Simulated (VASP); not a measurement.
A VASP calculation is set up with these files.

INCAR:
```
SYSTEM = TlBr
PREC = Accurate
ENCUT = 520
EDIFF = 1E-6
NELM = 100
ALGO = Normal
LREAL = .FALSE.
LASPH = .TRUE.
ISMEAR = 0
SIGMA = 0.05
GGA = PE
LMAXMIX = 4
LWAVE = .FALSE.
LCHARG = .TRUE.
```

### KPOINTS
```
kpoints
0
Gamma
 6 6 6
```

File POSCAR:
```
TlBr
1
    4.0476627134     0.0000000000     0.0000000000
    0.0000000000     4.0476627134     0.0000000000
    0.0000000000     0.0000000000     4.0476627134
Tl Br
1 1
Direct
  0.0000000000   0.0000000000   0.0000000000
  0.5000000000   0.5000000000   0.5000000000
```

POTCAR, in this order: Tl_d Br (PBE.64 set). Program: vasp_std.

Translate this PBE calculation to Quantum ESPRESSO's pw.x.

One equivalent input (not run):
```
&CONTROL
  calculation = 'scf'
  pseudo_dir = './pseudo'
  outdir = './out'
  tprnfor = .true.
  tstress = .true.
/
&SYSTEM
  ibrav = 0
  nat = 2
  ntyp = 2
  ecutwfc = 60.3
  occupations = 'smearing'
  smearing = 'gaussian'
  degauss = 0.003675
  input_dft = 'pbe'
/
&ELECTRONS
  conv_thr = 7.3e-08
  electron_maxstep = 100
/
ATOMIC_SPECIES
  Tl 204.380 Tl.upf
  Br 79.904 Br.upf
CELL_PARAMETERS angstrom
     4.0476627    0.0000000    0.0000000
     0.0000000    4.0476627    0.0000000
     0.0000000    0.0000000    4.0476627
ATOMIC_POSITIONS crystal
  Tl   0.0000000  0.0000000  0.0000000
  Br   0.5000000  0.5000000  0.5000000
K_POINTS automatic
  6 6 6 0 0 0
```
The two are equivalent in intent, not identical: the potentials are each code's own (VASP's PAW set, PseudoDojo norm-conserving files in pw.x), so ENCUT and ecutwfc are chosen apart and not converted; conv_thr bounds pw.x's estimated SCF error, while EDIFF bounds the energy change between steps.

The compound is TlBr in the CsCl type structure. It was relaxed first.
